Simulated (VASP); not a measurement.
Energy against volume of TiB2 (AlB2 type). Method: LDA (Ceperley-Alder, Perdew-Zunger), VASP's LDA PAW potentials (set 64) (plane waves; VASP). Settings: 520 eV cut-off, 12×12×10 Γ-centred mesh, first-order Methfessel-Paxton smearing of 0.10 eV, potentials Ti_sv B.

Shape and ions are relaxed at each volume.

| V (Å³/atom) | E (eV/atom) |
|---|---|
| 7.704 | -8.94561 |
| 7.950 | -8.96692 |
| 8.196 | -8.97353 |
| 8.442 | -8.96746 |

Q: Fit these four points and predict the energy of the run at 8.688 Å³/atom.

A: A cubic in V^(−2/3), the third-order Birch-Murnaghan form, passes through the four points with V0 = 8.20 Å³/atom and B0 = 275 GPa, and gives -8.9505 eV/atom there. The run gave -8.9504 eV/atom, +0.0 meV/atom from the fit; all five points give B0 = 275 GPa.

The compound is TiB2 in the AlB2 type structure. It was relaxed first.
